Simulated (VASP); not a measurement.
Input:

```
CELL_PARAMETERS angstrom
      8.53474     0.00000     0.00000
     -4.26737     7.39130     0.00000
      0.00000     0.00000     7.58386
ATOMIC_POSITIONS crystal
  Cs 0.33333 0.66667 0.75000
  Cs 0.66667 0.33333 0.25000
  Sn 0.00000 0.00000 0.00000
  Sn 0.00000 0.00000 0.50000
  I  0.17250 0.34500 0.25000
  I  0.65500 0.82750 0.25000
  I  0.17250 0.82750 0.25000
  I  0.82750 0.65500 0.75000
  I  0.34500 0.17250 0.75000
  I  0.82750 0.17250 0.75000
```

All values below come from r2SCAN meta-GGA, VASP's PBE PAW potentials (set 64) (plane waves; VASP). Settings: 400 eV cut-off, 3×3×3 Γ-centred mesh, Gaussian smearing of 0.050 eV, potentials Cs_sv Sn_d I.

Unless said otherwise, spin-orbit coupling is left out, though it shifts the bands of the heavy elements here.

Task: Estimate the energy per atom (σ→0), band gap (on the k-mesh) with the smallest direct gap where there is one.

Result: 
The band gap (on the k-mesh) is 1.84 eV and the smallest direct gap (on the k-mesh) comes out as 2.70 eV. The energy per atom (σ→0) comes out as -25.731 eV/atom.

The absolute energy has meaning only against runs of the same code, potentials and settings.

The structure was generated: CsSnI3 was put into the 2H-BaNiO3 type (P6_3/mmc), which need not be its known phase. It was relaxed first, which changed the volume by -10 %. The start is the result of an earlier pass.
